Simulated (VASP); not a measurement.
**Ge2TeS with revTPSS: from relaxation to properties**

Aim: relax Ge2TeS, then compute properties on the relaxed cell. The steps: rough relaxation of the start cell and full relaxation (revTPSS). The cell is invented: it takes the structure of a Materials Project entry for TePb2S (space group 166 there), with some of its atoms replaced by other elements, volume scaled by an estimate. It may not be a known or stable phase.

Method: revTPSS; plane waves and PAW (Te, Ge_d, S); invented cell, in VASP 6.6.1.

Most raw output is cut from this account.

## Step 1: Starting point

Before any relaxation, the start is as follows. The structure is trigonal, space group R-3m (No. 166). The conventional cell has a = 4.137 Å, b = 4.137 Å, c = 20.274 Å, α = 90.00°, β = 90.00°, γ = 120.00°. Nearest to Te lie 6 Ge at 3.03 Å. Nearest to Ge lie 3 S at 2.83 Å and 3 Te at 3.03 Å. S has 6 Ge at 2.83 Å nearest. It derives from TePb2S. it takes the structure of a Materials Project entry for TePb2S (space group 166 there), with some of its atoms replaced by other elements, volume scaled by an estimate. Farther neighbours and most contacts between anions are not listed.

## Step 2: Rough relaxation of the start cell

The start is only an estimate, so a cheap relaxation brings it near a minimum before any careful run.

Input file INCAR:

```
SYSTEM = Ge2TeS
PREC = Normal
ENCUT = 410
EDIFF = 1E-05
NELM = 60
ISMEAR = -1
SIGMA = 0.05
LREAL = .FALSE.
ALGO = Normal
METAGGA = RTPSS
LASPH = .TRUE.
NBANDS = 26
LORBIT = 11
LWAVE = .FALSE.
LCHARG = .FALSE.
KPAR = 2
IBRION = 2
NSW = 40
ISIF = 3
EDIFFG = -0.04
```

Input file POSCAR:

```
Ge2TeS
1.0
    2.0683970000      1.1941900000      6.7581020000
   -2.0683970000      1.1941900000      6.7581020000
    0.0000000000     -2.3883800000      6.7581020000
Te Ge S
1 2 1
Direct
    0.5000000000      0.5000000000      0.5000000000
    0.7417120000      0.7417120000      0.7417120000
    0.2582880000      0.2582880000      0.2582880000
    0.0000000000      0.0000000000      0.0000000000
```

Input file KPOINTS:

```
Automatic mesh
0
Gamma
5 5 5
0 0 0
```

The projector-augmented-wave data sets are Te, Ge_d and S (PBE family, release 64).

The run is started by

```bash
mpirun -np 2 vasp_std
```

Elapsed: 7.9 min, on 2 MPI ranks of AMD EPYC 7R43, shared host; peak memory 0.42 GiB.

The gap is read on the k-mesh alone, so it is an upper bound where the band edges lie off the mesh. This relaxation is a rough one on cheap settings, only to bring the start near its minimum. The PAW data sets were made with PBE, which is usual practice but a small mismatch for other functionals. After so large a change of volume the plane waves of the start cell no longer fit, so the final stress carries a basis-set error. The run keeps the 12 symmetry operations of its start, so it cannot find a distortion of lower symmetry.

Relaxation path:

```csv
step,energy less that of the first step (eV),largest force (eV/Å),pressure (GPa),volume (Å³)
1,0.0000,0.0118,-8.12,100.16
2,-0.4006,0.1786,2.60,82.87
3,-0.4221,0.1361,0.58,85.62
4,-0.4206,0.1232,-0.49,86.41
5,-0.4217,0.1270,-0.52,86.04
6,-0.4240,0.0905,-0.25,85.96
7,-0.4266,0.0022,0.00,85.79
```

```csv
"conventional cell, symmetrised",before,after,change
a (Å),4.137,3.950,-4.5 %
b (Å),4.137,3.950,-4.5 %
c (Å),20.274,19.051,-6.0 %
volume (Å³/atom),25.04,21.45,-14.3 %
```

The atoms that moved most (Å, as changes of fractional coordinates times the final cell):

```csv
atom,dx,dy,dz,length
Ge2,0.000,0.000,-0.019,0.019
Ge3,0.000,0.000,0.019,0.019
```

Final coordinates:

```xyz
4
Lattice="1.9748 1.1401 6.3504 -1.9748 1.1401 6.3504 0.0000 -2.2803 6.3504" Properties=species:S:1:pos:R:3 pbc="T T T"
Te    0.0000    0.0000    9.5256
Ge    0.0000    0.0000   14.1110
Ge    0.0000    0.0000    4.9402
S     0.0000    0.0000    0.0000
```

This step gave:

```yaml
electrons: 40
bands: 26
irreducible_k_points: 19
symmetry_operations: 12
free_energy_toten: 13.95 eV
energy_at_zero_smearing: 13.95 eV
fermi_energy: 7.293 eV
pressure: -0.002631 GPa
metallic: no
valence_top_at_k: 0, 0, 0
conduction_bottom_at_k: 0, 0, 0
least_direct_gap_at_k: 0, 0, 0
scf_cycles_over_all_ionic_steps: 53
gap_on_the_k_mesh: 0.1580 eV
least_direct_gap_on_the_k_mesh: 0.1580 eV
```

It ends with a largest force of 0.002 eV/Å and a pressure of 0.00 GPa.

## Step 3: Full relaxation (revTPSS)

Properties are meant for the cell that this level of theory prefers, so cell and atoms are relaxed first (ISIF = 3) until forces and stress are small; EDIFFG sets the threshold.

Input file INCAR:

```
SYSTEM = Ge2TeS
PREC = Accurate
ENCUT = 410
EDIFF = 1E-06
NELM = 100
ISMEAR = -1
SIGMA = 0.05
LREAL = .FALSE.
ALGO = Normal
METAGGA = RTPSS
LASPH = .TRUE.
NBANDS = 26
LORBIT = 11
LWAVE = .FALSE.
LCHARG = .FALSE.
KPAR = 2
IBRION = 2
NSW = 60
ISIF = 3
EDIFFG = -0.01
```

Input file POSCAR:

```
Ge2TeS
1.0
    1.9747618786      1.1401296787      6.3503950990
   -1.9747618786      1.1401296787      6.3503950990
    0.0000000000     -2.2802593574      6.3503950990
Te Ge S
1 2 1
Direct
    0.5000000000      0.5000000000      0.5000000000
    0.7406889961      0.7406889961      0.7406889961
    0.2593110039      0.2593110039      0.2593110039
    0.0000000000      0.0000000000      0.0000000000
```

Input file KPOINTS:

```
Automatic mesh
0
Gamma
7 7 7
0 0 0
```

The run is started by

```bash
mpirun -np 2 vasp_std
```

Wall time 63 min (2 MPI ranks); peak memory 0.7 GiB; 2.1 h of CPU time.

Step by step:

```csv
step,energy less that of the first step (eV),largest force (eV/Å),pressure (GPa),volume (Å³)
1,0.0000,0.0409,-0.29,85.79
2,-0.0007,0.0318,0.03,85.30
3,-0.0007,0.0295,0.14,85.29
4,-0.0007,0.0181,-0.11,85.51
5,-0.0008,0.0264,-0.02,85.38
6,-0.0008,0.0225,-0.08,85.44
7,-0.0008,0.0248,-0.01,85.42
8,-0.0008,0.0225,-0.09,85.43
9,-0.0008,0.0250,-0.11,85.43
10,-0.0008,0.0242,-0.05,85.42
11,-0.0008,0.0130,0.06,85.40
12,-0.0009,0.0090,0.01,85.39
```

```csv
"conventional cell, symmetrised",before,after,change
a (Å),3.950,3.946,-0.1 %
b (Å),3.950,3.946,-0.1 %
c (Å),19.051,19.000,-0.3 %
volume (Å³/atom),21.45,21.35,-0.5 %
```

Final coordinates:

```xyz
4
Lattice="1.9729 1.1390 6.3334 -1.9729 1.1390 6.3334 0.0000 -2.2781 6.3334" Properties=species:S:1:pos:R:3 pbc="T T T"
Te    0.0000    0.0000    9.5001
Ge    0.0000    0.0000   14.0683
Ge    0.0000    0.0000    4.9319
S     0.0000    0.0000    0.0000
```

Numbers from this step:

| Property | Result |
| --- | --- |
| irreducible k-points | 44 |
| free energy (TOTEN) | 14.27 eV |
| energy at zero smearing | 14.27 eV |
| Fermi energy | 7.311 eV |
| pressure | 0.008460 GPa |
| SCF cycles over all ionic steps | 65 |
| gap on the k-mesh | 0.1241 eV |
| least direct gap on the k-mesh | 0.1241 eV |

It ends with a largest force of 0.009 eV/Å and a pressure of 0.01 GPa.

## Step 4: What came out

- relaxed volume: 21.35 Å³/atom
- relaxed conventional cell a, b, c: 3.946, 3.946, 19.000 Å; angles 90.0, 90.0, 120.0°
- space group after relaxing, within 0.02 Å: R-3m (No. 166)

**Reading.** With revTPSS, Ge2TeS relaxes to 21.35 Å³/atom in space group R-3m (held by the symmetry of the run). Spin-orbit coupling is left out, and with elements this heavy it would split and shift bands near the edges, and it can change the kind of a small gap. No search among competing phases was made. All values are for a static lattice at zero temperature.

[Lines on the potential files, build, host, timing and source positions are cut from VASP's logs without a mark.]

[Logs are printed without paths, hosts, clocks, repeated set-up lines and the standing remarks that a program may print on its own settings, such as how far it seeks lower states.]

[Hosts, paths, dates, database ids (printed as entryN), source tags and the programs' standing remarks are cut or masked in the printed files.]

[A measured line is paired with the nearest computed mode of its activity, which favours agreement.]
